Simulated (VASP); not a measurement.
Input of a VASP 6.6.1 run:

POSCAR

```
Ge
1.0
    0.0000000000      2.8289100000      2.8289100000
    2.8289100000      0.0000000000      2.8289100000
    2.8289100000      2.8289100000      0.0000000000
Ge
2
Direct
    0.0000000000      0.0000000000      0.0000000000
    0.2500000000      0.2500000000      0.2500000000
```

File INCAR.step1:

```
  PREC = Accurate
  ENCUT = 520
  EDIFF = 1E-5
  ISMEAR = 0
  SIGMA = 0.02
  LREAL = F
  LASPH = T
  NELM = 60
  ALGO = Normal
  ISIF = 2
  LWAVE = T
  LCHARG = F
  KPAR = 4
  GGA = PE
```

INCAR.step2

```
  PREC = Accurate
  ENCUT = 520
  EDIFF = 1E-7
  ISMEAR = 0
  SIGMA = 0.02
  LREAL = F
  LASPH = T
  NELM = 60
  ALGO = Normal
  ISIF = 2
  LWAVE = F
  LCHARG = F
  GGA = PE
  LHFCALC = T
  HFSCREEN = 0.2
  PRECFOCK = Fast
  KPAR = 4
  ISTART = 1
```

File KPOINTS:

```
regular mesh
0
Gamma
  6 6 6
```

File KPOINTS_OPT:

```
path GXWKGLUWLK,UX
8
line-mode
reciprocal
 0.0000000000  0.0000000000  0.0000000000  G
 0.5000000000  0.0000000000  0.5000000000  X

 0.5000000000  0.0000000000  0.5000000000  X
 0.5000000000  0.2500000000  0.7500000000  W

 0.5000000000  0.2500000000  0.7500000000  W
 0.3750000000  0.3750000000  0.7500000000  K

 0.3750000000  0.3750000000  0.7500000000  K
 0.0000000000  0.0000000000  0.0000000000  G

 0.0000000000  0.0000000000  0.0000000000  G
 0.5000000000  0.5000000000  0.5000000000  L

 0.5000000000  0.5000000000  0.5000000000  L
 0.6250000000  0.2500000000  0.6250000000  U

 0.6250000000  0.2500000000  0.6250000000  U
 0.5000000000  0.2500000000  0.7500000000  W

 0.5000000000  0.2500000000  0.7500000000  W
 0.5000000000  0.5000000000  0.5000000000  L

 0.5000000000  0.5000000000  0.5000000000  L
 0.3750000000  0.3750000000  0.7500000000  K

 0.6250000000  0.2500000000  0.6250000000  U
 0.5000000000  0.0000000000  0.5000000000  X
```

Potentials or basis: VASP PAW PBE potentials, release 64 (Ge_d).

The run is started by

```sh
$ cat potpaw_PBE.64/Ge_d/POTCAR > POTCAR
$ cp INCAR.step1 INCAR
$ mpirun -np 4 vasp_std > vasp.out
$ cp INCAR.step2 INCAR
$ mpirun -np 4 vasp_std > vasp.out
```

**Question.** Estimate the pressure.

**Answer.** 0.9 GPa.

**Question.** What does it give for the band gap on the k mesh?

**Answer.** 0.83 eV, indirect (least direct gap 0.90 eV).

**Question.** What does it give for the band gap along the path?

**Answer.** 0.83 eV, indirect (least direct gap 0.90 eV).

Levels at the corners of the path, in eV from the valence-band top:
```csv
point,band 10,band 11,band 12,band 13,band 14,band 15,band 16,band 17,band 18
Γ,-27.70,-14.06,0.00,0.00,0.00,0.90,3.23,3.23,3.23
X,-27.67,-9.72,-9.72,-3.36,-3.36,1.28,1.28,10.82,10.82
X,-27.67,-9.72,-9.72,-3.36,-3.36,1.28,1.28,10.82,10.82
W,-27.65,-9.60,-9.60,-4.25,-4.25,5.24,5.24,5.43,5.43
W,-27.65,-9.60,-9.60,-4.25,-4.25,5.24,5.24,5.43,5.43
K,-27.65,-10.24,-9.06,-4.73,-2.87,1.73,4.87,8.32,8.47
K,-27.65,-10.24,-9.06,-4.73,-2.87,1.73,4.87,8.32,8.47
Γ,-27.70,-14.06,0.00,0.00,0.00,0.90,3.23,3.23,3.23
Γ,-27.70,-14.06,0.00,0.00,0.00,0.90,3.23,3.23,3.23
L,-27.68,-11.73,-8.31,-1.53,-1.53,0.83,4.47,4.47,7.94
L,-27.68,-11.73,-8.31,-1.53,-1.53,0.83,4.47,4.47,7.94
U,-27.65,-10.24,-9.06,-4.73,-2.87,1.73,4.87,8.33,8.48
U,-27.65,-10.24,-9.06,-4.73,-2.87,1.73,4.87,8.32,8.47
W,-27.65,-9.60,-9.60,-4.25,-4.25,5.24,5.24,5.43,5.43
W,-27.65,-9.60,-9.60,-4.25,-4.25,5.24,5.24,5.43,5.43
L,-27.68,-11.73,-8.31,-1.53,-1.53,0.83,4.47,4.47,7.94
L,-27.68,-11.73,-8.31,-1.53,-1.53,0.83,4.47,4.47,7.94
K,-27.65,-10.24,-9.06,-4.73,-2.87,1.73,4.87,8.32,8.47
U,-27.65,-10.24,-9.06,-4.73,-2.87,1.73,4.87,8.32,8.47
X,-27.67,-9.72,-9.72,-3.36,-3.36,1.28,1.28,10.82,10.82
```

Caveat: the PAW data sets were made with another functional, which shifts forces and pressure a little.

**Experimental background.**

“Temperature-dependent photoluminescence in Ge: experiment and theory”, 2020, arxiv:2003.00143 reports, for a bulk crystal of Ge at 0 K: band gap 0.744 eV (indirect).

A measured gap of Ge is 0.744 eV (indirect; 0 K; “Temperature-dependent photoluminescence in Ge: experiment and theory”, 2020, arxiv:2003.00143); the calculated 0.83 eV misses it by +0.08 eV. 2 values of this kind are on record (0.666 to 0.744 eV); this one was drawn at random. Spin-orbit coupling on Ge is left out. The value is that of HSE06, without temperature or zero-point motion.
